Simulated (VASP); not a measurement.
Given:

```xyz
2
Lattice="1.2726 -2.2042 0.0000 1.2726 2.2042 0.0000 0.0000 0.0000 4.3123" Properties=species:S:1:pos:R:3 pbc="T T T"
Zn     1.2726     0.7347     1.0781
Zn     1.2726    -0.7347     3.2342
```

Method: PBEsol GGA, VASP's PBE PAW potentials (set 64) (plane waves; VASP). Run with 500 eV cut-off, 16×16×9 Γ-centred mesh, first-order Methfessel-Paxton smearing of 0.10 eV, potentials Zn.

Energy and stress use the plane-wave basis of the starting cell.

### Question
The ions, cell shape and volume at an external pressure of 30.0 GPa are relaxed. Predict the relaxed structure.

### Answer

```xyz
2
Lattice="1.2509 -2.1665 0.0000 1.2509 2.1665 0.0000 0.0000 0.0000 4.2588" Properties=species:S:1:pos:R:3 pbc="T T T"
Zn     1.2509     0.7222     1.0647
Zn     1.2509    -0.7222     3.1941
```
Space group P6_3/mmc (194), at a tolerance of 0.03 Å.

### Question
How do energy and volume change from the first to the last step?

### Answer
The energy (σ→0) changes by +85.9 meV/atom and the volume by -4.6 %, in 5 ionic steps.

The compound is Zn in the hcp structure. This run relaxes it under an external pressure of 30 GPa. Symmetry was kept, so distortions that lower it aren't found.
